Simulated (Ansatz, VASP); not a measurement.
# Cross-check of P between VASP and Ansatz, part 2 of 2

Wanted: the spread between two codes on one cell, functional and k mesh. Of the first pair: The structure shown is the start of the Ansatz relaxation below; VASP solves that cell, so the two are compared at the walk's first step.

VASP 6.6.1 and Ansatz 0.2.0.

So far: The structure; Ansatz: relaxation, LDA; VASP: single point, LDA, start cell, pair 1.

## Step 4: Differences

Known differences besides the potentials themselves: the two LDA forms differ slightly; Ansatz cuts the interaction across the vacuum, VASP repeats the sheet with a dipole correction; the cutoff is 420 eV in Ansatz and 400 eV in VASP; VASP's log shows a relativistic correction to its local exchange, Ansatz's none. Total energies have different zeros and are not compared.

Forces (eV/Å; atoms numbered as in POSCAR):

```
atom         Ansatz x, y, z           VASP x, y, z
  P1  0.000, -0.090, -0.204  0.000, -0.119, -0.232
  P2    0.000, 0.090, 0.204    0.000, 0.119, 0.232
  P3   0.000, 0.090, -0.204   0.000, 0.119, -0.232
  P4   0.000, -0.090, 0.204   0.000, -0.119, 0.232
```

The forces differ by 24 meV/Å r.m.s., which is 15.6 % of the r.m.s. force of 0.151 eV/Å (both taken over all components). With vacuum in the cell, a pressure given here is an average over mostly empty space and none of the material.

## Step 5: Ansatz: relaxation, LDA

This run makes the geometry at which the two programs are then compared.

The structure compared here is the end of the Ansatz relaxation.

Contents of input.yaml:

```yaml
crystal:
  lattice:
    - [3.3164, 0.0, 0.0]
    - [0.0, 4.3793, 0.0]
    - [0.0, 0.0, 18.13076816]
  atoms:
    - { symbol: P, position: [0.0, 0.91932, 0.55876111] }
    - { symbol: P, position: [0.0, 0.08068, 0.44123889] }
    - { symbol: P, position: [0.5, 0.58068, 0.55876111] }
    - { symbol: P, position: [0.5, 0.41932, 0.44123889] }
  periodic: [true, true, false]
kpoints:
  mp_grid: { grid: [7, 5, 1] }
scf:
  occupations: { method: fermi_dirac, width: 0.05 }
hamiltonian:
  xc: lda
output:
  forces: true
  stress: true
relax:
  f_tol: 0.02
  max_steps: 50
  cell: {}
```

Run with:

```
$ ansatz run input.yaml --threads 1 --pin off --max-ram 5120MiB --backend cpu --events-out ev --progress --plain --runs-dir out
```

Numbers of over 12 decimals in the logs are rounded to 6 here.

The log of the run:

```text
[...]
Crystal: 4 atoms, lattice volume = 407.552 Å³
Basis set: ecut = 420 eV, 8013 PW (Γ)
Bands: 14, of which v1, the nominal top of the filled ones, is band 10 counted from 1 (9 counted from 0)
Symmetry: 8 space group operations
[...]
k-points: 12 of 35
[...]
P = ½ c Tr σ = -0.0189 N/m
--- Relaxed structure (3 steps of the walk, 3 accepted, 1 SCFs on fresh bases) ---
[...]
cell:  # Å, volume = 400.3910 Å³
    - [3.280166, 0.0, 0.0]
    - [0.0, 4.349877, 0.0]
    - [0.0, 0.0, 28.061536]
  atoms:
    - { symbol: P, position: [0.0, 0.919600, 0.360618] }
    - { symbol: P, position: [0.0, 0.080400, 0.285490] }
    - { symbol: P, position: [0.500000, 0.580400, 0.360618] }
    - { symbol: P, position: [0.500000, 0.419600, 0.285490] }
[key lines of the parts left out:]
SCF converged after 6 iterations
Free energy (F): -2903.462821 eV
Fermi energy:    -4.714421 eV
```

## Step 6: VASP: single point, LDA, relaxed cell, pair 2

The same cell, functional (in two slightly different forms), mesh and smearing now go to VASP, with its own data sets.

Contents of INCAR:

```
SYSTEM = P
PREC = Accurate
ENCUT = 400
EDIFF = 1E-06
NELM = 120
ISMEAR = -1
SIGMA = 0.05
LREAL = .FALSE.
ALGO = Normal
GGA = CA
NBANDS = 16
LORBIT = 11
LWAVE = .FALSE.
LCHARG = .FALSE.
ISIF = 2
LDIPOL = .TRUE.
IDIPOL = 3
DIPOL = 0.5 0.5 0.323
LVHAR = .TRUE.
LASPH = .TRUE.
GGA_COMPAT = .FALSE.
EFERMI = MIDGAP
NELMDL = -8
```

Contents of POSCAR:

```
P
1.0
    3.2801659407      0.0000000000      0.0000000000
    0.0000000000      4.3498774831      0.0000000000
    0.0000000000      0.0000000000     28.0615362489
P
4
Direct
    0.0000000000      0.9195999253      0.3606178578
    0.0000000000      0.0804000747      0.2854896111
    0.5000000000      0.5804000747      0.3606178578
    0.5000000000      0.4195999253      0.2854896111
```

Contents of KPOINTS:

```
Automatic mesh
0
Gamma
7 5 1
0 0 0
```

Potentials, in the order of the species: P (LDA family, release 64).

Run with:

```
$ mpirun -np 1 vasp_std
```

The log of the run:

```text
[... set-up lines as in an earlier step ...]
 entering main loop
       N       E                     dE             d eps       ncg     rms          rms(c)
DAV:   1     0.131346848513E+03    0.13135E+03   -0.53445E+03   384   0.687E+02
DAV:   2    -0.771320516739E+01   -0.13906E+03   -0.13151E+03   624   0.144E+02
DAV:   3    -0.237283039343E+02   -0.16015E+02   -0.15953E+02   504   0.613E+01
DAV:   4    -0.240668483362E+02   -0.33854E+00   -0.33683E+00   568   0.115E+01
[...]
DAV:  23    -0.237508228536E+02   -0.78304E-05   -0.29437E-07   376   0.183E-03    0.125E-03
DAV:  24    -0.237508257545E+02   -0.29009E-05   -0.90588E-08   392   0.123E-03    0.592E-04
DAV:  25    -0.237508264570E+02   -0.70243E-06   -0.11254E-08   368   0.433E-04
   1 F= -.23750826E+02 E0= -.23750768E+02  d E =-.117085E-03
```

OUTCAR, selected parts (step 6):

```text
  Total       -0.1385988     -0.1321957     -0.0828343      0.0000000      0.0000000      0.0000000
  in kB       -0.5546074     -0.5289854     -0.3314641      0.0000000      0.0000000      0.0000000
  external PRESSURE =      -0.4716856 kB  Pullay stress =       0.0000000 kB

 POSITION                                       TOTAL-FORCE (eV/Angst)
 -----------------------------------------------------------------------------------
      0.00000      4.00015     10.11949         0.000000     -0.043303     -0.017159
      0.00000      0.34973      8.01128        -0.000000      0.043303      0.017159
      1.64008      2.52467     10.11949        -0.000000      0.043303     -0.017159
      1.64008      1.82521      8.01128         0.000000     -0.043303      0.017159
 -----------------------------------------------------------------------------------
    total drift:                               -0.000000     -0.000000      0.000019

  FREE ENERGIE OF THE ION-ELECTRON SYSTEM (eV)
  ---------------------------------------------------
  free  energy   TOTEN  =       -23.7508264570 eV

  energy  without entropy=      -23.7507093719  energy(sigma->0) =      -23.75076791

[... 1 part as in an earlier step ...]

[... 2 further parts left out ...]
[key lines of the parts left out:]
E-fermi :  -2.6102
```

## Step 7: Differences

Compared:

```
              quantity  Ansatz   VASP  difference
gap on the k mesh (eV)   0.596  0.608      -0.012
```

Forces (eV/Å; atoms numbered as in POSCAR):

```
atom         Ansatz x, y, z           VASP x, y, z
  P1   0.000, -0.012, 0.013  0.000, -0.043, -0.017
  P2   0.000, 0.012, -0.013    0.000, 0.043, 0.017
  P3    0.000, 0.012, 0.013   0.000, 0.043, -0.017
  P4  0.000, -0.012, -0.013   0.000, -0.043, 0.017
```

The forces differ by 25 meV/Å r.m.s., which is 93.3 % of the r.m.s. force of 0.027 eV/Å (both taken over all components). A gap on the mesh is an upper bound, since the band edges may lie between its points. With vacuum in the cell, a pressure given here is an average over mostly empty space and none of the material.

## Step 8: Results

| Property | Result |
| --- | --- |
| r.m.s. force difference (single point, LDA, start cell, pair 1) | 24 meV/Å |
| r.m.s. force difference (single point, LDA, relaxed cell, pair 2) | 25 meV/Å |

**Reading.** The r.m.s. force difference is 25 meV/Å (single point, LDA, relaxed cell, pair 2), beyond the 12 meV/Å picked in this series as the mark of a large difference. What causes the difference of the single point, LDA, start cell, pair 1 pair stays open here. What causes the difference of the single point, LDA, relaxed cell, pair 2 pair stays open here. How closely two codes agree says nothing of how well the functional describes the real material.

[Lines on the potential files, build, host, timing and source positions are cut from VASP's logs without a mark.]

[Logs are printed without paths, hosts, clocks, repeated set-up lines and the standing remarks that a program may print on its own settings, such as how far it seeks lower states.]

[Hosts, paths, dates, database ids (printed as entryN), source tags and the programs' standing remarks are cut or masked in the printed files.]
